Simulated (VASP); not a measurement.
Input for VASP

POSCAR:
```
TlBr
1
    4.0486651637     0.0000000000    -0.0000000000
   -0.0000000000     4.0486651637    -0.0000000000
    0.0000000000    -0.0000000000     4.0486651637
Tl Br
1 1
Direct
  0.0000000000   0.0000000000   0.0000000000
  0.5000000000   0.5000000000   0.5000000000
```

**INCAR**
```
SYSTEM = TlBr
PREC = Accurate
ENCUT = 480
EDIFF = 1E-6
NELM = 100
ALGO = Normal
LREAL = .FALSE.
LASPH = .TRUE.
ISMEAR = 0
SIGMA = 0.05
GGA = PE
LMAXMIX = 4
LWAVE = .FALSE.
LCHARG = .FALSE.
IBRION = 2
ISIF = 3
NSW = 60
EDIFFG = -0.01
```

### KPOINTS
```
kpoints
0
gamma
  6 6 6
0 0 0
```

POTCAR, in this order: Tl_d Br (PBE.64 set). Program: vasp_std.

Problem. Translate this PBE calculation to Ansatz.

Solution. One equivalent input (not run):
Ansatz 0.2 input:
```yaml
crystal:
  lattice:
    - [4.0486652, 0.0000000, 0.0000000]
    - [0.0000000, 4.0486652, 0.0000000]
    - [0.0000000, 0.0000000, 4.0486652]
  atoms:
    - { symbol: Tl, position: [0.0000000, 0.0000000, 0.0000000] }
    - { symbol: Br, position: [0.5000000, 0.5000000, 0.5000000] }
kpoints:
  mp_grid: { grid: [6, 6, 6] }
hamiltonian:
  xc: pbe
  pseudopotentials: { kind: paw }
scf:
  occupations: { method: gaussian, width: 0.05 }
  max_iter: 100
relax:
  max_steps: 60
  f_tol: 0.01
  cell: {}
output: { forces: true, stress: true, eigenvalues: true }
```
Limits of the translation: each code has its own PAW files, so the cut-off isn't converted (ENCUT is set for VASP's; basis.ecutwfc is left out, and Ansatz then takes the one that its files recommend); Ansatz stops its SCF on the density residual and VASP on the energy change (EDIFF).

The compound is TlBr in the CsCl type structure. It was relaxed first. The start is the result of an earlier pass.
